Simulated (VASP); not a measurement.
# Erbium: cell size and functional, part 2 of 2

How much does the relaxed cell of Erbium depend on the functional? The starting structure is a measured crystal structure from the Crystallography Open Database.

VASP 6.6.1.

Results so far: PBEsol 29.18 Å³ an atom; r2SCAN 30.85 Å³ an atom.

### 4. Relaxation with PBE

Level of this step: PBE, zero-moment start, 4f electrons in the core; plane waves and PAW (Er_3) (VASP).

PBE, the usual starting point, adds the gradient of the density. This run starts from the cell of an earlier relaxation, which isn't shown; the restart sets up the plane waves anew.

The input, INCAR:

```
SYSTEM = Er
PREC = Accurate
ENCUT = 520
EDIFF = 1E-07
NELM = 100
ISMEAR = 1
SIGMA = 0.15
LREAL = .FALSE.
ALGO = Normal
GGA = PE
NBANDS = 16
ISPIN = 2
MAGMOM = 0 0
LASPH = .TRUE.
LMAXMIX = 6
LORBIT = 11
LWAVE = .FALSE.
LCHARG = .FALSE.
KPAR = 4
IBRION = 2
NSW = 50
ISIF = 3
EDIFFG = -0.005
```

The input, POSCAR:

```
Er
1.0
    3.5827055871      0.0000000000      0.0000000000
   -1.7913527935      3.1027140527      0.0000000000
    0.0000000000      0.0000000000      5.5540265677
Er
2
Direct
    0.6666666667      0.3333333333      0.7500000000
    0.3333333333      0.6666666667      0.2500000000
```

The input, KPOINTS:

```
Automatic mesh
0
Gamma
16 16 10
0 0 0
```

PAW data sets: Er_3 (PBE family, release 64).

Run with:

```bash
$ mpirun -np 4 vasp_std
```

The program printed:

```text
[banner, memory and clock lines left out]
running    4 mpi-ranks, on    1 nodes
[...]
LDA part: xc-table for (Slater+PW92), standard interpolation
 POSCAR, INCAR and KPOINTS ok, starting setup
[...]
entering main loop
       N       E                     dE             d eps       ncg     rms          rms(c)
DAV:   1     0.496899552276E+02    0.49690E+02   -0.83826E+03 18264   0.111E+03
DAV:   2    -0.697911862562E+01   -0.56669E+02   -0.54793E+02 20064   0.453E+02
DAV:   3    -0.891299608081E+01   -0.19339E+01   -0.19077E+01 15032   0.514E+01
DAV:   4    -0.898998925978E+01   -0.76993E-01   -0.75819E-01 20296   0.826E+00
[...]
DAV:  12    -0.899444393945E+01   -0.30916E-06   -0.23423E-07 12384   0.525E-03    0.163E-03
DAV:  13    -0.899444408588E+01   -0.14642E-06   -0.74215E-08 11288   0.515E-03    0.406E-04
DAV:  14    -0.899444412571E+01   -0.39833E-07   -0.28644E-08  9712   0.425E-03
   1 F= -.89944441E+01 E0= -.89944458E+01  d E =-.899444E+01  mag=     0.0000
[...]
reached required accuracy - stopping structural energy minimisation
```

It took 1.7 min on 4 MPI ranks of Intel Xeon Platinum 8259CL at 2.50GHz (Skylake/Cascade Lake), shared host; peak memory 1.5 GiB.

OUTCAR, selected parts (step 4):

```text
  Total       -0.0011111     -0.0011111     -0.0005261     -0.0000000      0.0000000      0.0000000
  in kB       -0.0288328     -0.0288328     -0.0136526     -0.0000000      0.0000000      0.0000000
  external PRESSURE =      -0.0237728 kB  Pullay stress =       0.0000000 kB

 POSITION                                       TOTAL-FORCE (eV/Angst)
 -----------------------------------------------------------------------------------
      1.79135      1.03424      4.16552        -0.000000      0.000000      0.000000
     -0.00000      2.06848      1.38851         0.000000     -0.000000      0.000000
 -----------------------------------------------------------------------------------
    total drift:                               -0.000000      0.000000     -0.000000

  FREE ENERGIE OF THE ION-ELECTRON SYSTEM (eV)
  ---------------------------------------------------
  free  energy   TOTEN  =        -8.9944441257 eV

  energy  without entropy=       -8.9944491063  energy(sigma->0) =       -8.99444579

 magnetization (x)
# of ion       s       p       d       tot
------------------------------------------
    1        0.000   0.000   0.000   0.000
    2        0.000   0.000   0.000   0.000
--------------------------------------------------
tot          0.000   0.000   0.000   0.000

[... 2 parts as in an earlier step ...]

[... 2 further parts left out ...]
[key lines of the parts left out:]
E-fermi :   2.9506
```

With PBE the relaxed cell holds 30.870 Å³ an atom, +1.20 % against the measured cell, with a = 3.583 Å and c = 5.554 Å. That is +5.80 % from PBEsol.

### 5. Relaxation with LDA

LDA, the lowest rung, knows the local density alone. This run starts from the cell of an earlier relaxation, which isn't shown; the restart sets up the plane waves anew.

INCAR, as its differences from that of step 4:

```diff
@@ -9,3 +9,3 @@
 ALGO = Normal
-GGA = PE
+GGA = CA
 NBANDS = 16
```

The input, POSCAR:

```
Er
1.0
    3.4465494085      0.0000000000      0.0000000000
   -1.7232747043      2.9847993432      0.0000000000
    0.0000000000      0.0000000000      5.3736425177
Er
2
Direct
    0.6666666667      0.3333333333      0.7500000000
    0.3333333333      0.6666666667      0.2500000000
```

KPOINTS is that of step 4.

Run with:

```bash
$ mpirun -np 4 vasp_std
```

The program printed:

```text
[banner, memory and clock lines left out]
running    4 mpi-ranks, on    1 nodes
[...]
[... a notice as in an earlier step ...]

 LDA part: xc-table for (Slater(with rela. corr.)+CA(PZ))
 , standard interpolation
 POSCAR, INCAR and KPOINTS ok, starting setup
[...]
entering main loop
       N       E                     dE             d eps       ncg     rms          rms(c)
DAV:   1     0.475909501925E+02    0.47591E+02   -0.83540E+03 18488   0.113E+03
DAV:   2    -0.840897628939E+01   -0.56000E+02   -0.53895E+02 20024   0.459E+02
DAV:   3    -0.102301574554E+02   -0.18212E+01   -0.17845E+01 15072   0.529E+01
DAV:   4    -0.102977430973E+02   -0.67586E-01   -0.66462E-01 19856   0.718E+00
[...]
DAV:  10    -0.103084355272E+02    0.27368E-05   -0.10545E-05 18976   0.337E-02    0.132E-02
DAV:  11    -0.103084356361E+02   -0.10891E-06   -0.75344E-07 16456   0.968E-03    0.112E-02
DAV:  12    -0.103084355567E+02    0.79418E-07   -0.11811E-07 10312   0.408E-03
   1 F= -.10308436E+02 E0= -.10308876E+02  d E =-.103084E+02  mag=     0.0000
[...]
reached required accuracy - stopping structural energy minimisation
```

The job ended after 70 s (4 MPI ranks; peak memory 1.3 GiB).

OUTCAR, selected parts (step 5):

```text
  Total        0.0058621      0.0058621      0.0082137     -0.0000000      0.0000000      0.0000000
  in kB        0.1699009      0.1699009      0.2380583     -0.0000000      0.0000000      0.0000000
  external PRESSURE =       0.1926201 kB  Pullay stress =       0.0000000 kB

 POSITION                                       TOTAL-FORCE (eV/Angst)
 -----------------------------------------------------------------------------------
      1.72327      0.99493      4.03023         0.000000      0.000000      0.000000
     -0.00000      1.98987      1.34341        -0.000000     -0.000000      0.000000
 -----------------------------------------------------------------------------------
    total drift:                               -0.000000      0.000000     -0.000000

  FREE ENERGIE OF THE ION-ELECTRON SYSTEM (eV)
  ---------------------------------------------------
  free  energy   TOTEN  =       -10.3084355567 eV

  energy  without entropy=      -10.3097581965  energy(sigma->0) =      -10.30887644

 magnetization (x)
# of ion       s       p       d       tot
------------------------------------------
    1       -0.000  -0.000  -0.000  -0.000
    2       -0.000  -0.000  -0.000  -0.000
--------------------------------------------------
tot         -0.000  -0.000  -0.000  -0.000

[... 2 parts as in an earlier step ...]

[... 2 further parts left out ...]
[key lines of the parts left out:]
E-fermi :   3.2119
```

With LDA the relaxed cell holds 27.640 Å³ an atom, -9.39 % against the measured cell, with a = 3.447 Å and c = 5.374 Å. That is -5.27 % from PBEsol.

### 6. All runs side by side

| level | volume (Å³/atom) | against the measured cell (%) | a (Å) | c (Å) | pressure left (GPa) | core minutes |
| --- | --- | --- | --- | --- | --- | --- |
| PBEsol | 29.177 | -4.35 | 3.5157 | 5.4516 | 0.01 | 37.3 |
| r2SCAN | 30.846 | 1.12 | 3.5877 | 5.5342 | -0.02 | 105.0 |
| PBE | 30.87 | 1.2 | 3.5827 | 5.554 | 0.0 | 26.7 |
| LDA | 27.64 | -9.39 | 3.4465 | 5.3736 | 0.02 | 33.8 |

Core minutes are wall time times ranks, summed over the relaxations behind a row (those for a bulk modulus apart), on shared hosts.

### 7. Results

```
volume, PBEsol : 29.18 Å³/atom
volume, r2SCAN : 30.85 Å³/atom
volume, PBE    : 30.87 Å³/atom
volume, LDA    : 27.64 Å³/atom
```

**Reading.** Across 4 levels the volume of Erbium spans 11.7 %, from 27.64 Å³ an atom (LDA) to 30.87 Å³ (PBE). Against the measured volume of the starting structure, r2SCAN comes nearest (+1.1 %) and LDA lies farthest (-9.4 %). The measured cell holds zero-point expansion and, unless it was taken cold, thermal expansion, which the runs lack, so small differences decide nothing. All runs keep the symmetry of the start, so they can't find a distortion of lower symmetry.

[Lines on the potential files, build, host, timing and source positions are cut from VASP's logs without a mark.]

[Logs are printed without paths, hosts, clocks, repeated set-up lines and the standing remarks that a program may print on its own settings, such as how far it seeks lower states.]

[Hosts, paths, dates, database ids (printed as entryN), source tags and the programs' standing remarks are cut or masked in the printed files.]
